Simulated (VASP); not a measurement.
Zn3PbN:

```
CELL_PARAMETERS angstrom
4.09303 0.00000 0.00000
0.00000 4.09303 0.00000
0.00000 0.00000 4.09303
ATOMIC_POSITIONS crystal
Zn 0.00000 0.50000 0.50000
Zn 0.50000 0.00000 0.50000
Zn 0.50000 0.50000 0.00000
Pb 0.50000 0.50000 0.50000
N 0.00000 0.00000 0.00000
```

The cell comes from a database or a generator and needn't be the stable form of this composition.

| Item | Value |
| --- | --- |
| Program | VASP 6.6.1 |
| Task | relaxation of cell and atoms |
| Functional | PBE |
| Potentials or basis | VASP PAW PBE potentials, release 64 (Zn, Pb_d, N) |
| Cutoff | 600 eV |
| k mesh | 6 × 6 × 6 |
| Occupations | gaussian, width 0.1 eV |
| Spin | no spin polarisation |

At the start: pressure 111.4 GPa; volume 13.71 Å³/atom.

Q: Where does the relaxation end?

A: Over 5 steps the energy falls by 2394.8 meV/atom and the volume is 27.70 Å³/atom (+101.9 %); space group Pm-3m (No. 221, to 0.05 Å).

Step by step:
```
step  energy change (eV)  largest force (eV/Å)  pressure (GPa)  volume (Å³)
   1              0.0000                0.0000          111.36        68.57
   2            -10.2115                0.0000           -5.50       213.34
   3            -11.9308                0.0000            1.91       130.32
   4            -11.9594                0.0000           -0.93       142.95
   5            -11.9740                0.0000           -0.10       138.48
```

Final structure:
```
Zn Pb N
1.0
     5.17358    0.00000    0.00000
     0.00000    5.17358    0.00000
     0.00000    0.00000    5.17358
Zn Pb N
3 1 1
Direct
  0.00000 0.50000 0.50000
  0.50000 0.00000 0.50000
  0.50000 0.50000 0.00000
  0.50000 0.50000 0.50000
  0.00000 0.00000 0.00000
```

Caveat: the volume moved by over 15 % at a fixed basis, so the end points are rough; the relaxation stopped at a loose force limit of 0.05 eV/Å, so its end isn't a converged minimum.
